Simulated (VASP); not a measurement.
An input for Quantum ESPRESSO's pw.x (written as the equivalent of a VASP run, and not itself run):

```
&CONTROL
  calculation = 'vc-relax'
  pseudo_dir = './pseudo'
  outdir = './out'
  tprnfor = .true.
  tstress = .true.
  nstep = 60
  forc_conv_thr = 0.00039
/
&SYSTEM
  ibrav = 0
  nat = 2
  ntyp = 2
  ecutwfc = 102
  occupations = 'smearing'
  smearing = 'gaussian'
  degauss = 0.003675
  input_dft = 'pbe'
  vdw_corr = 'grimme-d3'
  dftd3_version = 3
  dftd3_threebody = .false.
/
&ELECTRONS
  conv_thr = 7.3e-08
  electron_maxstep = 100
/
&IONS
/
&CELL
/
ATOMIC_SPECIES
  Cd 112.414 Cd.upf
  S 32.060 S.upf
CELL_PARAMETERS angstrom
     0.0000000    2.9100000    2.9100000
     2.9100000    0.0000000    2.9100000
     2.9100000    2.9100000    0.0000000
ATOMIC_POSITIONS crystal
  Cd   0.0000000  0.0000000  0.0000000
  S    0.2500000  0.2500000  0.2500000
K_POINTS automatic
  7 7 7 0 0 0
```

**Question.** Translate this input to VASP (INCAR, KPOINTS, POSCAR, choice of POTCAR).

**Answer.** Several could match; the one computed here: 
KPOINTS:
```
Automatic mesh
0
Gamma
7 7 7
0 0 0
```

File POSCAR:
```
CdS
1.0
  0.0000000000   2.9100000000   2.9100000000
  2.9100000000   0.0000000000   2.9100000000
  2.9100000000   2.9100000000   0.0000000000
Cd S
1 1
Cartesian
  0.0000000000   0.0000000000   0.0000000000
  1.4550000000   1.4550000000   1.4550000000
```

INCAR:
```
! general
SYSTEM  = CdS
PREC    = Accurate
ENCUT   = 520
LREAL   = .FALSE.
LASPH   = .TRUE.

! electronic loop
EDIFF   = 1E-6   ! SCF stop (eV)
NELM    = 100
ALGO    = Normal   ! blocked Davidson
LMAXMIX = 4

! smearing
ISMEAR  = 0
SIGMA   = 0.05   ! width (eV)

! functional
GGA     = PE   ! PBE
IVDW    = 11   ! D3, zero damping

! ions
IBRION  = 2   ! conjugate gradients
NSW     = 60   ! most ionic steps
ISIF    = 3   ! ions, shape and volume
EDIFFG  = -0.01

! output
LWAVE   = .FALSE.
LCHARG  = .FALSE.
```

POTCAR, in this order: Cd S (PBE.64 set). Program: vasp_std.

What does not carry over: the potentials are each code's own (VASP's PAW set, PseudoDojo norm-conserving files in pw.x), so ENCUT and ecutwfc are chosen apart and not converted; conv_thr bounds pw.x's estimated SCF error, while EDIFF bounds the energy change between steps; forc_conv_thr acts on force components and is met together with etot_conv_thr.

The compound is CdS in the zinc blende structure, a metastable form; wurtzite is the usual one. This run relaxes it. Symmetry was kept, so distortions that lower it aren't found.
